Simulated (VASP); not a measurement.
Calculation: PBEsol GGA, VASP's PBE PAW potentials (set 64) (plane waves; VASP).

VASP input:

File KPOINTS:
```
Automatic mesh
0
Gamma
6 6 6
0 0 0
```

File POSCAR:
```
Sr(AgSn)2
1
   -2.2883000000     2.2883000000     5.7477000000
    2.2883000000    -2.2883000000     5.7477000000
    2.2883000000     2.2883000000    -5.7477000000
Sr Sn Ag
1 2 2
Direct
  0.0000000000   0.0000000000   0.0000000000
  0.3810000000   0.3810000000   0.0000000000
  0.6190000000   0.6190000000   0.0000000000
  0.7500000000   0.2500000000   0.5000000000
  0.2500000000   0.7500000000   0.5000000000
```

### INCAR
```
# general
SYSTEM   =  Sr(AgSn)2
PREC     =  Accurate
ENCUT    =  300
LREAL    =  F
LASPH    =  T

# electronic loop
EDIFF    =  1E-6   # SCF stop (eV)
NELM     =  100   # most electronic steps
ALGO     =  Normal   # blocked Davidson
LMAXMIX  =  4   # l cut-off of mixed one-centre charges

# smearing
ISMEAR   =  0   # Gaussian
SIGMA    =  0.2

# functional
GGA      =  PS

# ions
ISIF     =  2

# output
LWAVE    =  F
LCHARG   =  F
```

POTCAR, in this order: Sr_sv Sn_d Ag (PBE.64 set). Program: vasp_std.

Output of the run:

OSZICAR:
```
       N       E                     dE             d eps       ncg     rms          rms(c)
DAV:   1     0.489124592648E+03    0.48912E+03   -0.21625E+04  2276   0.158E+03
DAV:   2     0.362818345519E+02   -0.45284E+03   -0.44091E+03  2232   0.456E+02
DAV:   3    -0.180185302733E+02   -0.54300E+02   -0.53113E+02  2404   0.149E+02
DAV:   4    -0.204303263846E+02   -0.24118E+01   -0.23974E+01  3216   0.316E+01
DAV:   5    -0.205094998099E+02   -0.79173E-01   -0.79119E-01  3176   0.471E+00    0.205E+01
DAV:   6    -0.189982140336E+02    0.15113E+01   -0.10136E+01  2464   0.214E+01    0.117E+01
DAV:   7    -0.189194269609E+02    0.78787E-01   -0.10111E+00  2400   0.715E+00    0.470E+00
DAV:   8    -0.188999234519E+02    0.19504E-01   -0.63452E-02  3132   0.187E+00    0.133E+00
DAV:   9    -0.188955115289E+02    0.44119E-02   -0.18880E-02  3076   0.946E-01    0.148E-01
DAV:  10    -0.188956310864E+02   -0.11956E-03   -0.17041E-03  3020   0.273E-01    0.827E-02
DAV:  11    -0.188956431072E+02   -0.12021E-04   -0.92774E-05  3216   0.516E-02    0.466E-02
DAV:  12    -0.188956473642E+02   -0.42570E-05   -0.28823E-05  2776   0.302E-02    0.707E-03
DAV:  13    -0.188956478439E+02   -0.47977E-06   -0.61091E-06  2372   0.185E-02
   1 F= -.18895648E+02 E0= -.18879324E+02  d E =-.326470E-01
```

File OUTCAR:
```
------------------------ aborting loop because EDIFF is reached ----------------------------------------
  FORCE on cell =-STRESS in cart. coord.  units (eV):
  Direction    XX          YY          ZZ          XY          YZ          ZX
  --------------------------------------------------------------------------------------
  Total        1.0542747      1.0542747      1.5419919      0.0000000      0.0000000      0.0000000
  in kB       14.0308628     14.0308628     20.5216692      0.0000000      0.0000000      0.0000000
  external PRESSURE =      16.1944650 kB  Pullay stress =       0.0000000 kB
  volume of cell :      120.39
      direct lattice vectors                 reciprocal lattice vectors
    -2.288300000  2.288300000  5.747700000     0.000000000  0.218502819  0.086991318
     2.288300000 -2.288300000  5.747700000     0.218502819  0.000000000  0.086991318
     2.288300000  2.288300000 -5.747700000     0.218502819  0.218502819  0.000000000
 POSITION                                       TOTAL-FORCE (eV/Angst)
 -----------------------------------------------------------------------------------
      0.00000      0.00000      0.00000         0.000000      0.000000      0.000000
      0.00000      0.00000      4.37975        -0.000000     -0.000000     -0.236708
      0.00000      0.00000      7.11565         0.000000      0.000000      0.236708
     -0.00000      2.28830      2.87385         0.000000      0.000000     -0.000000
      2.28830     -0.00000      2.87385         0.000000      0.000000     -0.000000
 -----------------------------------------------------------------------------------
    total drift:                               -0.000000     -0.000000     -0.000000
  FREE ENERGIE OF THE ION-ELECTRON SYSTEM (eV)
  ---------------------------------------------------
  free  energy   TOTEN  =       -18.8956478439 eV

  energy  without entropy=      -18.8630008808  energy(sigma->0) =      -18.87932436
```
(Selected blocks of OUTCAR.)

At this cut-off the stress carries a Pulay error, which pulls relaxed volumes low.

The structure comes from a measured Ag2Sn2Sr entry of the Crystallography Open Database, whose conditions weren't checked. The cell was not relaxed at this level, and its volume differs by -5.9 % from the start's. The k-mesh is coarse (spacing up to 0.32 per Å, 2π included), so the numbers may not be converged in it.
